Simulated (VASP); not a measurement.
Energy against volume of Cu (fcc). These are vdW-DF-cx, VASP's PBE PAW potentials (set 64) (plane waves; VASP 6.6.1) values and carry that method's errors. Numerical set-up: 520 eV cut-off, 17×17×17 Γ-centred mesh, first-order Methfessel-Paxton smearing of 0.10 eV, potentials Cu.

```
V (Å³/atom)  E (eV/atom)
-----------  -----------
10.795          -1.01547
11.139          -1.03267
11.484          -1.03765
11.828          -1.03241
```

### Question
Fit these four points and predict the energy of the run at 12.173 Å³/atom.

### Answer
A cubic in V^(−2/3), the third-order Birch-Murnaghan form, passes through the four points with V0 = 11.47 Å³/atom and B0 = 159 GPa, and gives -1.0186 eV/atom there. The run gave -1.0186 eV/atom, +0.0 meV/atom from the fit; all five points give B0 = 159 GPa.

The compound is Cu in the fcc structure. It was relaxed first.
